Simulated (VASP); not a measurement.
Input:

```xyz
2
Lattice="0.0000 2.6696 2.6696 2.6696 0.0000 2.6696 2.6696 2.6696 0.0000" Properties=species:S:1:pos:R:3 pbc="T T T"
Mg     0.0000     0.0000     0.0000
Se     2.6696     2.6696     2.6696
```

Calculation: MS2 meta-GGA, VASP's PBE PAW potentials (set 64) (plane waves; VASP 6.6.1). Settings: 520 eV cut-off, 8×8×8 Γ-centred mesh, Gaussian smearing of 0.050 eV, potentials Mg Se.

Estimate the energy per atom (σ→0), pressure, band gap (on the k-mesh) with the smallest direct gap where there is one.

```
Item                                         Result
-----------------------------------  --------------
band gap (on the k-mesh)                    2.39 eV
smallest direct gap (on the k-mesh)         3.90 eV
energy per atom (σ→0)                -6.062 eV/atom
pressure                                  47.8 kbar
```

The compound is MgSe in the rock salt structure. This cell is one point of a volume scan, at 0.94 of the reference volume.
